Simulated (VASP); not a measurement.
Output of a VASP run:

File OSZICAR:
```
       N       E                     dE             d eps       ncg     rms          rms(c)
DAV:   1     0.247654775056E+01    0.24765E+01   -0.43171E+03   496   0.810E+02
DAV:   2    -0.143860996719E+01   -0.39152E+01   -0.38907E+01   584   0.473E+01
DAV:   3    -0.146155456757E+01   -0.22945E-01   -0.22941E-01   608   0.429E+00
DAV:   4    -0.146160511654E+01   -0.50549E-04   -0.50549E-04   656   0.156E-01
DAV:   5    -0.146160516023E+01   -0.43692E-07   -0.43765E-07   656   0.497E-03    0.773E+00
DAV:   6    -0.147006660584E+01   -0.84614E-02   -0.11121E-03   592   0.313E-01    0.463E+00
DAV:   7    -0.147488046472E+01   -0.48139E-02   -0.23871E-03   552   0.485E-01    0.514E-02
DAV:   8    -0.147488656919E+01   -0.61045E-05   -0.54634E-05   544   0.734E-02    0.156E-02
DAV:   9    -0.147488852487E+01   -0.19557E-05   -0.58845E-06   616   0.247E-02    0.337E-03
DAV:  10    -0.147488759158E+01    0.93329E-06   -0.22874E-06   480   0.120E-02    0.258E-03
DAV:  11    -0.147488765440E+01   -0.62827E-07   -0.82638E-08   376   0.258E-03
   1 F= -.14748877E+01 E0= -.14743237E+01  d E =-.112798E-02
```

File OUTCAR:
```
------------------------ aborting loop because EDIFF is reached ----------------------------------------
  FORCE on cell =-STRESS in cart. coord.  units (eV):
  Direction    XX          YY          ZZ          XY          YZ          ZX
  --------------------------------------------------------------------------------------
  Total        0.0045393      0.0045393      0.0045393     -0.0000000      0.0000000     -0.0000000
  in kB        0.1824132      0.1824132      0.1824132     -0.0000000      0.0000000     -0.0000000
  external PRESSURE =       0.1824132 kB  Pullay stress =       0.0000000 kB
  volume of cell :       39.87
      direct lattice vectors                 reciprocal lattice vectors
     0.000000000  2.711473264  2.711473264    -0.184401597  0.184401597  0.184401597
     2.711473264  0.000000000  2.711473264     0.184401597 -0.184401597  0.184401597
     2.711473264  2.711473264  0.000000000     0.184401597  0.184401597 -0.184401597
 POSITION                                       TOTAL-FORCE (eV/Angst)
 -----------------------------------------------------------------------------------
      0.00000      0.00000      0.00000        -0.000000     -0.000000     -0.000000
 -----------------------------------------------------------------------------------
    total drift:                               -0.000000     -0.000000     -0.000000
  FREE ENERGIE OF THE ION-ELECTRON SYSTEM (eV)
  ---------------------------------------------------
  free  energy   TOTEN  =        -1.4748876544 eV

  energy  without entropy=       -1.4737596764  energy(sigma->0) =       -1.47432367
```
(Selected blocks of OUTCAR.)

**POSCAR**
```
Yb
1
    0.0000000000     2.7114732638     2.7114732638
    2.7114732638     0.0000000000     2.7114732638
    2.7114732638     2.7114732638     0.0000000000
Yb
1
Direct
  0.0000000000   0.0000000000   0.0000000000
```

Problem. Write an INCAR and KPOINTS that could have produced this output.

Solution. This is not unique; one that fits is the input of the run itself, PBE GGA, plane waves, VASP's PBE PAW potentials (set 64).

### KPOINTS
```
K-points
0
Gamma
8 8 8
```

**INCAR**
```
SYSTEM = Yb
PREC = Accurate
ENCUT = 480
EDIFF = 1E-7
NELM = 100
ALGO = Normal
LREAL = .FALSE.
LASPH = .TRUE.
ISMEAR = 0
SIGMA = 0.05
GGA = PE
LMAXMIX = 6
LWAVE = .FALSE.
LCHARG = .FALSE.
ISIF = 2
```

POTCAR, in this order: Yb_2 (PBE.64 set). Program: vasp_std.

The 4f electrons are frozen in the core of the lanthanide potential, so 4f levels, which can set the real gap, and their magnetism are missing.

The compound is Yb in the fcc structure. It was relaxed first.
